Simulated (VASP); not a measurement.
Energy against volume of Co (hcp). These are RPBE GGA, VASP's PBE PAW potentials (set 64) (plane waves; VASP 6.6.1) values and carry that method's errors. Run with 520 eV cut-off, 17×17×9 Γ-centred mesh, first-order Methfessel-Paxton smearing of 0.10 eV, potentials Co.

Shape and ions are relaxed at each volume.

```
V (Å³/atom)  E (eV/atom)
-----------  -----------
10.816          -6.50945
11.150          -6.51582
11.485          -6.51010
11.819          -6.49383
```

Fit these four points and predict the energy of the run at 10.481 Å³/atom.

A cubic in V^(−2/3), the third-order Birch-Murnaghan form, passes through the four points with V0 = 11.15 Å³/atom and B0 = 193 GPa, and gives -6.4892 eV/atom there. The run gave -6.4889 eV/atom, +0.3 meV/atom from the fit; all five points give B0 = 194 GPa.

The compound is Co in the hcp structure. It was relaxed first.
